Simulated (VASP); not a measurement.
Input:

```xyz
2
Lattice="0.0000 2.4195 2.4195 2.4195 0.0000 2.4195 2.4195 2.4195 0.0000" Properties=species:S:1:pos:R:3 pbc="T T T"
Ca     0.0000     0.0000     0.0000
O      2.4195     2.4195     2.4195
```

These are PBE GGA, VASP's PBE PAW potentials (set 64) (plane waves; VASP) values and carry that method's errors. Run with 520 eV cut-off, Gaussian smearing of 0.050 eV, potentials Ca_sv O.

Problem. Give the energies of bands 6 to 11 at the high-symmetry points, in eV from the valence-band maximum.

Solution. 
```tsv
band	Γ	X	U	L	W
6	0.00	-1.31	-1.32	-2.59	-1.25
7	0.00	-0.38	-1.21	-1.16	-1.06
8	0.00	-0.38	-0.77	-1.16	-1.06
9	4.55	3.64	5.10	6.96	6.25
10	6.17	7.89	7.89	8.24	6.25
11	6.17	8.78	8.41	8.24	8.25
```

The gap is indirect, 3.64 eV, from the valence maximum at Γ to the conduction minimum at X.

The compound is CaO in the rock salt structure. It was relaxed first.
